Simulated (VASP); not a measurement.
```xyz
4
Lattice="1.5912 -2.7561 0.0000 1.5912 2.7561 0.0000 0.0000 0.0000 5.1801" Properties=species:S:1:pos:R:3 pbc="T T T"
Ga     1.5912    -0.9187     2.5902
Ga     1.5912     0.9187     0.0002
N      1.5912    -0.9187     4.5428
N      1.5912     0.9187     1.9527
```

The numbers are results of r2SCAN+rVV10, VASP's PBE PAW potentials (set 64) (plane waves; VASP), not measurements. Numerical set-up: 520 eV cut-off, 9×9×5 Γ-centred mesh, tetrahedra with Blöchl corrections, potentials Ga_d N.

The cores are frozen, which limits the accuracy of field gradients.

### Question
Give the principal components of the electric field gradient (V/Å²) and the asymmetry η at each nucleus.

### Answer

```tsv
atom	Vxx	Vyy	Vzz	η
Ga1	-2.5	-2.5	5.1	0.00
Ga2	-2.5	-2.5	5.1	0.00
N3	-0.4	-0.4	0.8	0.00
N4	-0.4	-0.4	0.8	0.00
```

The compound is GaN in the wurtzite structure. It was relaxed first.
